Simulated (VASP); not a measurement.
An input for Quantum ESPRESSO's pw.x (written as the equivalent of a VASP run, and not itself run):

```
&CONTROL
  calculation = 'vc-relax'
  pseudo_dir = './pseudo'
  outdir = './out'
  tprnfor = .true.
  tstress = .true.
  nstep = 60
  forc_conv_thr = 0.00039
/
&SYSTEM
  ibrav = 0
  nat = 2
  ntyp = 2
  ecutwfc = 82.3
  occupations = 'smearing'
  smearing = 'gaussian'
  degauss = 0.003675
  input_dft = 'vdw-df-ob86'
/
&ELECTRONS
  conv_thr = 7.3e-08
  electron_maxstep = 100
/
&IONS
/
&CELL
/
ATOMIC_SPECIES
  Te 127.600 Te.upf
  Pb 207.200 Pb.upf
CELL_PARAMETERS angstrom
     0.0000000    3.2300000    3.2300000
     3.2300000    0.0000000    3.2300000
     3.2300000    3.2300000    0.0000000
ATOMIC_POSITIONS crystal
  Te   0.5000000  0.5000000  0.5000000
  Pb   0.0000000  0.0000000  0.0000000
K_POINTS automatic
  7 7 7 0 0 0
```

Question: Write the VASP files for the same calculation (optB86b-vdW).

Answer: Several could match; the one computed here: 
### POSCAR
```
PbTe
1
    0.0000000000     3.2300000000     3.2300000000
    3.2300000000     0.0000000000     3.2300000000
    3.2300000000     3.2300000000     0.0000000000
Te Pb
1 1
Direct
  0.5000000000   0.5000000000   0.5000000000
  0.0000000000   0.0000000000   0.0000000000
```

File KPOINTS:
```
Automatic mesh
0
gamma
  7 7 7
0 0 0
```

**INCAR**
```
# general
SYSTEM    =  PbTe
PREC      =  Accurate
ENCUT     =  520
LREAL     =  .False.
LASPH     =  .True.

# electronic loop
EDIFF     =  1E-6
NELM      =  100
ALGO      =  Normal
LMAXMIX   =  4

# smearing
ISMEAR    =  0
SIGMA     =  0.05

# functional
GGA       =  MK
LUSE_VDW  =  .True.
AGGAC     =  0.0
PARAM1    =  0.1234
PARAM2    =  1.0

# ions
IBRION    =  2
NSW       =  60
ISIF      =  3
EDIFFG    =  -0.01

# output
LWAVE     =  .False.
LCHARG    =  .False.
```

POTCAR, in this order: Te Pb_d (PBE.64 set). Program: vasp_std.

The two are equivalent in intent, not identical: the potentials are each code's own (VASP's PAW set, PseudoDojo norm-conserving files in pw.x), so ENCUT and ecutwfc are chosen apart and not converted; conv_thr bounds pw.x's estimated SCF error, while EDIFF bounds the energy change between steps; forc_conv_thr acts on force components and is met together with etot_conv_thr.

The compound is PbTe in the rock salt structure. This run relaxes it. Symmetry was kept, so distortions that lower it aren't found.
